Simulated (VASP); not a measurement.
Level of theory: PBE GGA, VASP's PBE PAW potentials (set 64) (plane waves; VASP).

A VASP calculation is set up with these files.

INCAR:
```
! general
SYSTEM  = Rb
PREC    = Accurate
ENCUT   = 300   ! plane-wave cut-off (eV)
LREAL   = F
LASPH   = T

! electronic loop
EDIFF   = 1E-6
NELM    = 100   ! most electronic steps
ALGO    = Normal   ! blocked Davidson
LMAXMIX = 4   ! l cut-off of mixed one-centre charges

! smearing
ISMEAR  = 0
SIGMA   = 0.272

! functional
GGA     = PE   ! PBE

! ions
ISIF    = 2   ! forces and stress, cell fixed

! output
LWAVE   = F
LCHARG  = F
```

**POSCAR**
```
Rb
4.8196480
 -0.5773502546   0.5773502546   0.5773502546
  0.5773502546  -0.5773502546   0.5773502546
  0.5773502546   0.5773502546  -0.5773502546
Rb
1
Cartesian
  0.0000000000   0.0000000000   0.0000000000
```

File KPOINTS:
```
Regular mesh
0
Gamma
 11 11 11
0 0 0
```

POTCAR, in this order: Rb_sv (PBE.64 set). Program: vasp_std.

The resulting files:

### OSZICAR
```
       N       E                     dE             d eps       ncg     rms          rms(c)
DAV:   1     0.322995929781E+02    0.32300E+02   -0.26125E+03   904   0.535E+02
DAV:   2     0.430925433386E+00   -0.31869E+02   -0.31626E+02   920   0.124E+02
DAV:   3    -0.928973303150E+00   -0.13599E+01   -0.13580E+01  1280   0.276E+01
DAV:   4    -0.948753782823E+00   -0.19780E-01   -0.19779E-01  1424   0.304E+00
DAV:   5    -0.948949164541E+00   -0.19538E-03   -0.19538E-03  1480   0.167E-01    0.120E+00
DAV:   6    -0.949235000368E+00   -0.28584E-03   -0.18704E-03  1456   0.289E-01    0.723E-01
DAV:   7    -0.949980647357E+00   -0.74565E-03   -0.35158E-03  1168   0.391E-01    0.471E-02
DAV:   8    -0.950082434185E+00   -0.10179E-03   -0.13994E-04  1304   0.113E-01    0.126E-02
DAV:   9    -0.950087564521E+00   -0.51303E-05   -0.60519E-06  1440   0.173E-02    0.456E-03
DAV:  10    -0.950087373972E+00    0.19055E-06   -0.23552E-06  1192   0.994E-03
   1 F= -.95008737E+00 E0= -.93392216E+00  d E =-.323304E-01
```

OUTCAR:
```
------------------------ aborting loop because EDIFF is reached ----------------------------------------
  FORCE on cell =-STRESS in cart. coord.  units (eV):
  Direction    XX          YY          ZZ          XY          YZ          ZX
  --------------------------------------------------------------------------------------
  Total        0.0729544      0.0729544      0.0729544      0.0000000      0.0000000     -0.0000000
  in kB        1.3562440      1.3562440      1.3562440      0.0000000      0.0000000     -0.0000000
  external PRESSURE =       1.3562440 kB  Pullay stress =       0.0000000 kB
  volume of cell :       86.18
      direct lattice vectors                 reciprocal lattice vectors
    -2.782625000  2.782625000  2.782625000     0.000000000  0.179686447  0.179686447
     2.782625000 -2.782625000  2.782625000     0.179686447  0.000000000  0.179686447
     2.782625000  2.782625000 -2.782625000     0.179686447  0.179686447  0.000000000
 POSITION                                       TOTAL-FORCE (eV/Angst)
 -----------------------------------------------------------------------------------
      0.00000      0.00000      0.00000        -0.000000      0.000000      0.000000
 -----------------------------------------------------------------------------------
    total drift:                                0.000000      0.000000      0.000000
  FREE ENERGIE OF THE ION-ELECTRON SYSTEM (eV)
  ---------------------------------------------------
  free  energy   TOTEN  =        -0.9500873740 eV

  energy  without entropy=       -0.9177569364  energy(sigma->0) =       -0.93392216
```
(Selected blocks of OUTCAR.)

At this cut-off the stress carries a Pulay error, which pulls relaxed volumes low.

The structure is a typed Rb crystal. The cell was not relaxed at this level.
